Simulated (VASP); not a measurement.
Given:

```
SrTe
1.0
    0.00000     3.37614     3.37614
    3.37614     0.00000     3.37614
    3.37614     3.37614     0.00000
Sr Te
1 1
Cartesian
  0.00000   0.00000   0.00000
  3.37614   3.37614   3.37614
```

Computed with RPBE GGA, VASP's PBE PAW potentials (set 64) (plane waves; VASP 6.6.1). Numerical set-up: 520 eV cut-off, 7×7×7 Γ-centred mesh, Gaussian smearing of 0.050 eV, potentials Sr_sv Te.

Problem. What does the run give for the energy per atom (σ→0)?

Solution. 
```yaml
energy per atom (σ→0): -3.866 eV/atom
```

Total energies compare only between runs with the same potentials, cut-off and functional.

The compound is SrTe in the rock salt structure. This cell is one point of a volume scan, at 0.97 of the reference volume.
